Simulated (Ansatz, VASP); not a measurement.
# Cross-check of NaF between VASP and Ansatz, part 2 of 3

Aim: how closely do two programs agree when they are given the same cell, functional and k mesh? The cell is taken from a series of runs on this material, whose earlier steps may have relaxed, scaled, displaced or heated it; both programs get it as it stands.

VASP 6.6.1 and Ansatz 0.2.0.

So far: Set-up; Ansatz: zone-centre phonons, PBEsol.

## (3) VASP: zone-centre phonons, PBEsol

Level of this step: PBEsol; plane waves and PAW (F, Na_pv) (VASP).

The same cell, functional and mesh now go to VASP, with its own data sets.

Lines of VASP's logs that name or quote its potential files are left out, and so is its time.

INCAR reads:

```
SYSTEM = NaF
PREC = Accurate
ENCUT = 600
EDIFF = 1E-08
NELM = 120
ISMEAR = 0
SIGMA = 0.01
LREAL = .FALSE.
ALGO = Normal
GGA = PS
NBANDS = 20
LORBIT = 11
LWAVE = .FALSE.
LCHARG = .FALSE.
ISIF = 2
IBRION = 8
LASPH = .TRUE.
GGA_COMPAT = .FALSE.
EFERMI = MIDGAP
NELMDL = -8
KPAR = 2
```

POSCAR reads:

```
NaF
1.0
    2.2573341426      2.2573341426      0.0000000000
   -2.2573341426      2.2573341426      0.0000000000
    0.0000000000      0.0000000000     28.4299695400
F Na
2 2
Direct
    0.5000000000      0.5000000000      0.2279321711
    0.0000000000      0.0000000000      0.3107599291
    0.0000000000      0.0000000000      0.2288390565
    0.5000000000      0.5000000000      0.3098530437
```

KPOINTS reads:

```
Automatic mesh
0
Gamma
8 8 1
0 0 0
```

Potentials, in the order of the species: F and Na_pv (PBE family, release 64).

Command:

```sh
mpirun -np 2 vasp_std
```

The log of the run:

```text
[banner, memory and clock lines left out]
running    2 mpi-ranks, on    1 nodes
 distrk:  each k-point on    1 cores,    2 groups
 distr:  one band on    1 cores,    1 groups

 POSCAR found type information on POSCAR F Na
 POSCAR found :  2 types and       4 ions
|                                                                             |
|               ----> ADVICE to this user running VASP <----                  |
|                                                                             |
|     You enforced a specific xc type in the INCAR file but a different       |
|     [... a line on the potential file left out ...]
|     I HOPE YOU KNOW WHAT YOU ARE DOING!                                     |
|                                                                             |

 LDA part: xc-table for (Slater+PW92), standard interpolation
 POSCAR, INCAR and KPOINTS ok, starting setup
 FFT: planning ... GRIDC
 FFT: planning ... GRID_SOFT
 FFT: planning ... GRID
 WAVECAR not read
 entering main loop
       N       E                     dE             d eps       ncg     rms          rms(c)
DAV:   1     0.279380345206E+03    0.27938E+03   -0.13731E+04   736   0.122E+03
DAV:   2     0.209473727583E+02   -0.25843E+03   -0.25014E+03   784   0.309E+02
DAV:   3    -0.186012603439E+02   -0.39549E+02   -0.39432E+02   712   0.133E+02
DAV:   4    -0.195787333732E+02   -0.97747E+00   -0.97675E+00   720   0.267E+01
DAV:   5    -0.195989874917E+02   -0.20254E-01   -0.20253E-01   668   0.366E+00
DAV:   6    -0.195996563578E+02   -0.66887E-03   -0.66886E-03   732   0.729E-01
DAV:   7    -0.195996812081E+02   -0.24850E-04   -0.24850E-04   688   0.133E-01
DAV:   8    -0.195996822539E+02   -0.10458E-05   -0.10456E-05   732   0.287E-02    0.756E+00
DAV:   9    -0.175192625250E+02    0.20804E+01   -0.86267E+00   828   0.219E+01    0.271E+00
DAV:  10    -0.173982886457E+02    0.12097E+00   -0.35563E-01   720   0.404E+00    0.183E+00
DAV:  11    -0.172211178242E+02    0.17717E+00   -0.17423E-01   824   0.478E+00    0.381E-01
DAV:  12    -0.171781955816E+02    0.42922E-01   -0.15247E-01   852   0.346E+00    0.494E-01
DAV:  13    -0.171676302582E+02    0.10565E-01   -0.38138E-02   828   0.288E+00    0.118E-01
DAV:  14    -0.171669860709E+02    0.64419E-03   -0.64007E-03   684   0.582E-01    0.149E-01
[...]
DAV:  21    -0.171707770119E+02   -0.83076E-04   -0.50170E-06   772   0.127E-02    0.166E-03
DAV:  22    -0.171708034067E+02   -0.26395E-04   -0.78856E-07   784   0.100E-02    0.697E-04
DAV:  23    -0.171708165390E+02   -0.13132E-04   -0.23439E-07   488   0.452E-03    0.292E-04
DAV:  24    -0.171708183123E+02   -0.17733E-05   -0.34204E-08   520   0.134E-03    0.102E-04
DAV:  25    -0.171708190884E+02   -0.77603E-06   -0.91276E-09   528   0.566E-04    0.921E-05
DAV:  26    -0.171708192686E+02   -0.18028E-06   -0.22040E-09   496   0.412E-04    0.192E-05
DAV:  27    -0.171708193208E+02   -0.52166E-07   -0.13836E-10   524   0.149E-04    0.130E-05
DAV:  28    -0.171708193297E+02   -0.89030E-08    0.23835E-10   520   0.106E-04
   1 F= -.17170819E+02 E0= -.17170819E+02  d E =0.000000E+00
 Linear response reoptimize wavefunctions to high precision
DAV:   1    -0.171708193365E+02   -0.68012E-08    0.25493E-10   492   0.107E-04
DAV:   2    -0.171708193365E+02   -0.72760E-11    0.28962E-10   560   0.245E-05
 Linear response DOF=           4
 Linear response progress:
  Degree of freedom:   1/  4
       N       E                     dE             d eps       ncg     rms          rms(c)
RMM:   1    -0.527907536875E+00   -0.52791E+00    0.62721E-01  1581   0.437E+00
RMM:   2    -0.523417593383E+00    0.44899E-02   -0.22150E-02  1480   0.105E+00    0.808E-02
RMM:   3    -0.524946119583E+00   -0.15285E-02   -0.20250E-03  1371   0.229E-01    0.474E-02
RMM:   4    -0.526257055684E+00   -0.13109E-02   -0.23098E-04  1330   0.882E-02    0.170E-02
RMM:   5    -0.526714471604E+00   -0.45742E-03   -0.42141E-05  1504   0.359E-02    0.624E-03
RMM:   6    -0.526633096820E+00    0.81375E-04   -0.51801E-06  1518   0.119E-02    0.117E-03
RMM:   7    -0.526678135423E+00   -0.45039E-04   -0.68338E-07  1489   0.440E-03    0.447E-04
RMM:   8    -0.526665103499E+00    0.13032E-04   -0.72819E-08  1483   0.142E-03    0.101E-04
RMM:   9    -0.526664925360E+00    0.17814E-06   -0.94479E-09  1678   0.403E-04    0.411E-05
RMM:  10    -0.526664850613E+00    0.74747E-07   -0.36371E-08  1596   0.950E-05    0.924E-06
RMM:  11    -0.526664833449E+00    0.17164E-07   -0.19884E-08  1657   0.353E-05    0.416E-06
RMM:  12    -0.526664785753E+00    0.47696E-07   -0.74819E-10  1631   0.199E-05    0.584E-07
RMM:  13    -0.526664795425E+00   -0.96714E-08    0.84021E-09  1607   0.150E-05    0.247E-07
 first order change of Fermi-energy  -0.15441E-03
 force on displaced ion       1 direction 1 :  -3.498   0.000   0.000
 Linear response progress:
  Degree of freedom:   2/  4
       N       E                     dE             d eps       ncg     rms          rms(c)
RMM:   1    -0.565469100025E+00   -0.56547E+00    0.57494E-01  1093   0.422E+00
RMM:   2    -0.558866811837E+00    0.66023E-02   -0.24862E-02  1058   0.107E+00    0.794E-02
RMM:   3    -0.560013411575E+00   -0.11466E-02   -0.19474E-03  1100   0.270E-01    0.431E-02
RMM:   4    -0.560808046092E+00   -0.79463E-03   -0.29367E-04  1121   0.959E-02    0.175E-02
RMM:   5    -0.561163610002E+00   -0.35556E-03   -0.14410E-04  1208   0.594E-02    0.901E-03
RMM:   6    -0.560862888455E+00    0.30072E-03   -0.31162E-05  1191   0.293E-02    0.576E-03
RMM:   7    -0.560944209749E+00   -0.81321E-04   -0.23872E-05  1201   0.265E-02    0.585E-03
RMM:   8    -0.560818189189E+00    0.12602E-03   -0.10125E-05  1230   0.147E-02    0.251E-03
RMM:   9    -0.560781780471E+00    0.36409E-04   -0.62121E-06  1219   0.784E-03    0.131E-03
RMM:  10    -0.560782772141E+00   -0.99167E-06   -0.55139E-07  1213   0.310E-03    0.620E-04
RMM:  11    -0.560781053816E+00    0.17183E-05   -0.79592E-08  1207   0.255E-03    0.443E-04
RMM:  12    -0.560781436367E+00   -0.38255E-06   -0.48508E-07  1165   0.168E-03    0.194E-04
RMM:  13    -0.560776763147E+00    0.46732E-05    0.49930E-07  1159   0.101E-03    0.111E-04
RMM:  14    -0.560777614115E+00   -0.85097E-06    0.92712E-07  1178   0.493E-04    0.512E-05
RMM:  15    -0.560777681940E+00   -0.67824E-07    0.12793E-07  1230   0.391E-04    0.409E-05
RMM:  16    -0.560777747287E+00   -0.65347E-07   -0.45947E-07  1164   0.199E-04    0.192E-05
RMM:  17    -0.560777256802E+00    0.49048E-06    0.18856E-07  1205   0.183E-04    0.208E-05
RMM:  18    -0.560777433328E+00   -0.17653E-06    0.21077E-08  1207   0.766E-05    0.552E-06
RMM:  19    -0.560777426036E+00    0.72924E-08    0.44797E-08  1201   0.856E-05    0.766E-06
 first order change of Fermi-energy   0.13084E+01
 force on displaced ion       1 direction 3 :   0.000  -0.000  -4.006
 Linear response progress:
  Degree of freedom:   3/  4
       N       E                     dE             d eps       ncg     rms          rms(c)
RMM:   1    -0.157749668895E+00   -0.15775E+00   -0.25909E-01   901   0.615E+00
RMM:   2    -0.161096583104E+00   -0.33469E-02   -0.17122E-02  1314   0.984E-01    0.159E-02
RMM:   3    -0.161267325788E+00   -0.17074E-03   -0.74870E-04  1368   0.197E-01    0.802E-03
RMM:   4    -0.161318744496E+00   -0.51419E-04   -0.66577E-05  1537   0.657E-02    0.346E-03
RMM:   5    -0.161335606090E+00   -0.16862E-04   -0.33982E-06  1613   0.146E-02    0.140E-03
RMM:   6    -0.161346581999E+00   -0.10976E-04   -0.39135E-07  1696   0.529E-03    0.159E-04
RMM:   7    -0.161347067203E+00   -0.48520E-06   -0.72205E-08  1701   0.185E-03    0.526E-05
RMM:   8    -0.161347002849E+00    0.64354E-07   -0.31848E-08  1738   0.755E-04    0.387E-05
RMM:   9    -0.161347019643E+00   -0.16794E-07   -0.14486E-09  1723   0.385E-04    0.294E-05
RMM:  10    -0.161347006957E+00    0.12686E-07   -0.36872E-08  1709   0.198E-04    0.122E-05
RMM:  11    -0.161346982536E+00    0.24422E-07    0.62895E-08  1779   0.121E-04    0.179E-06
RMM:  12    -0.161346994987E+00   -0.12451E-07    0.40144E-08  1688   0.760E-05    0.235E-06
RMM:  13    -0.161347008456E+00   -0.13469E-07    0.29298E-08  1641   0.526E-05    0.311E-07
RMM:  14    -0.161347013287E+00   -0.48307E-08    0.15061E-08  1487   0.389E-05    0.328E-07
 first order change of Fermi-energy   0.26067E-04
 force on displaced ion       3 direction 1 :  -3.551   0.000   0.000
 Linear response progress:
  Degree of freedom:   4/  4
       N       E                     dE             d eps       ncg     rms          rms(c)
RMM:   1    -0.163168002733E+00   -0.16317E+00   -0.35498E-01   646   0.539E+00
RMM:   2    -0.166199170439E+00   -0.30312E-02   -0.19117E-02  1158   0.984E-01    0.249E-02
RMM:   3    -0.166306777265E+00   -0.10761E-03   -0.92247E-04  1149   0.208E-01    0.160E-02
RMM:   4    -0.166276458767E+00    0.30318E-04   -0.13731E-04  1223   0.816E-02    0.889E-03
RMM:   5    -0.166245828457E+00    0.30630E-04   -0.39465E-05  1209   0.294E-02    0.479E-03
RMM:   6    -0.166221100027E+00    0.24728E-04   -0.35518E-05  1198   0.258E-02    0.277E-03
RMM:   7    -0.166203740292E+00    0.17360E-04   -0.23463E-05  1265   0.159E-02    0.140E-03
RMM:   8    -0.166198679490E+00    0.50608E-05   -0.90931E-06  1227   0.586E-03    0.960E-04
RMM:   9    -0.166196244868E+00    0.24346E-05   -0.37638E-06  1136   0.404E-03    0.519E-04
RMM:  10    -0.166196518132E+00   -0.27326E-06   -0.13736E-06  1108   0.268E-03    0.407E-04
RMM:  11    -0.166198217935E+00   -0.16998E-05   -0.73184E-07  1151   0.173E-03    0.168E-04
RMM:  12    -0.166198501339E+00   -0.28340E-06    0.75262E-07  1125   0.123E-03    0.112E-04
RMM:  13    -0.166198187934E+00    0.31341E-06   -0.32492E-07  1193   0.466E-04    0.511E-05
RMM:  14    -0.166198012837E+00    0.17510E-06    0.38409E-07  1196   0.424E-04    0.410E-05
RMM:  15    -0.166198226439E+00   -0.21360E-06   -0.36403E-07  1184   0.256E-04    0.371E-05
RMM:  16    -0.166198105580E+00    0.12086E-06    0.11906E-07  1185   0.129E-04    0.143E-05
RMM:  17    -0.166198094759E+00    0.10821E-07    0.56465E-07  1180   0.100E-04    0.606E-06
RMM:  18    -0.166198179847E+00   -0.85088E-07    0.12078E-07  1205   0.626E-05    0.497E-06
RMM:  19    -0.166198179512E+00    0.33477E-09    0.37137E-08  1186   0.545E-05    0.269E-06
 first order change of Fermi-energy  -0.11546E+01
 force on displaced ion       3 direction 3 :  -0.000  -0.000  -4.024
 Linear response finished
```

(Continued in part 3 of 3.)

[Lines on the potential files, build, host, timing and source positions are cut from VASP's logs without a mark.]

[Logs are printed without paths, hosts, clocks, repeated set-up lines and the standing remarks that a program may print on its own settings, such as how far it seeks lower states.]

[Hosts, paths, dates, database ids (printed as entryN), source tags and the programs' standing remarks are cut or masked in the printed files.]
